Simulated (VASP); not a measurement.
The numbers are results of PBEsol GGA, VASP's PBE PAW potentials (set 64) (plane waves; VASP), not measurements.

VASP input:

INCAR:
```
! general
SYSTEM =Zr
PREC   =Accurate
ENCUT  =480
LREAL  =.FALSE.
LASPH  =.TRUE.

! electronic loop
EDIFF  =1E-7
NELM   =100
ALGO   =Normal
LMAXMIX=4

! smearing
ISMEAR =1
SIGMA  =0.1

! functional
GGA    =PS

! ions
IBRION =2
NSW    =30
ISIF   =2
EDIFFG =-0.01

! output
LWAVE  =.FALSE.
LCHARG =.FALSE.
```

**POSCAR**
```
Zr
1
    1.5977197765    -2.7673317772     0.0000000000
    1.5977197765     2.7673317772     0.0000000000
    0.0000000000     0.0000000000     5.1253340678
Zr
2
Direct
  0.3333330000   0.6666670000   0.2500000000
  0.6666670000   0.3333330000   0.7500000000
```

KPOINTS:
```
Automatic mesh
0
Gamma
12 12 8
0 0 0
```

POTCAR, in this order: Zr_sv (PBE.64 set). Program: vasp_std.

What VASP printed:

File OSZICAR:
```
       N       E                     dE             d eps       ncg     rms          rms(c)
DAV:   1     0.208958672774E+03    0.20896E+03   -0.13145E+04  3056   0.141E+03
DAV:   2    -0.503609978515E+01   -0.21399E+03   -0.21223E+03  3904   0.405E+02
DAV:   3    -0.187240833837E+02   -0.13688E+02   -0.13596E+02  5736   0.760E+01
DAV:   4    -0.189537204233E+02   -0.22964E+00   -0.22961E+00  3288   0.111E+01
DAV:   5    -0.189598533974E+02   -0.61330E-02   -0.61330E-02  4720   0.124E+00    0.158E+01
DAV:   6    -0.182897574348E+02    0.67010E+00   -0.10216E+00  3128   0.882E+00    0.631E+00
DAV:   7    -0.181541807723E+02    0.13558E+00   -0.67741E-01  4504   0.616E+00    0.115E+00
DAV:   8    -0.181580309816E+02   -0.38502E-02   -0.36517E-02  4008   0.170E+00    0.319E-01
DAV:   9    -0.181583977848E+02   -0.36680E-03   -0.19754E-03  3792   0.478E-01    0.314E-02
DAV:  10    -0.181583662079E+02    0.31577E-04   -0.57113E-05  4712   0.476E-02    0.243E-02
DAV:  11    -0.181583670148E+02   -0.80696E-06   -0.97604E-06  3352   0.414E-02    0.251E-03
DAV:  12    -0.181583669765E+02    0.38327E-07   -0.36527E-07  3232   0.475E-03
   1 F= -.18158367E+02 E0= -.18158294E+02  d E =-.181584E+02
```

### OUTCAR
```
------------------------ aborting loop because EDIFF is reached ----------------------------------------
  FORCE on cell =-STRESS in cart. coord.  units (eV):
  Direction    XX          YY          ZZ          XY          YZ          ZX
  --------------------------------------------------------------------------------------
  Total       -0.1604424     -0.1604424     -0.2893180      0.0000000      0.0000000      0.0000000
  in kB       -5.6717324     -5.6717321    -10.2275594      0.0000000      0.0000000      0.0000000
  external PRESSURE =      -7.1903413 kB  Pullay stress =       0.0000000 kB
  volume of cell :       45.32
      direct lattice vectors                 reciprocal lattice vectors
     1.597719776 -2.767331777  0.000000000     0.312945992 -0.180679456  0.000000000
     1.597719776  2.767331777  0.000000000     0.312945992  0.180679456  0.000000000
     0.000000000  0.000000000  5.125334068     0.000000000  0.000000000  0.195109233
 POSITION                                       TOTAL-FORCE (eV/Angst)
 -----------------------------------------------------------------------------------
      1.59772      0.92245      1.28133         0.000000     -0.000000      0.000000
      1.59772     -0.92245      3.84400        -0.000000      0.000000      0.000000
 -----------------------------------------------------------------------------------
    total drift:                                0.000000      0.001125     -0.000019
  FREE ENERGIE OF THE ION-ELECTRON SYSTEM (eV)
  ---------------------------------------------------
  free  energy   TOTEN  =       -18.1583669765 eV

  energy  without entropy=      -18.1581471305  energy(sigma->0) =      -18.15829369

 reached required accuracy - stopping structural energy minimisation
```
(Selected blocks of OUTCAR.)

The compound is Zr in the hcp structure. This cell was strained or had an atom moved on purpose.
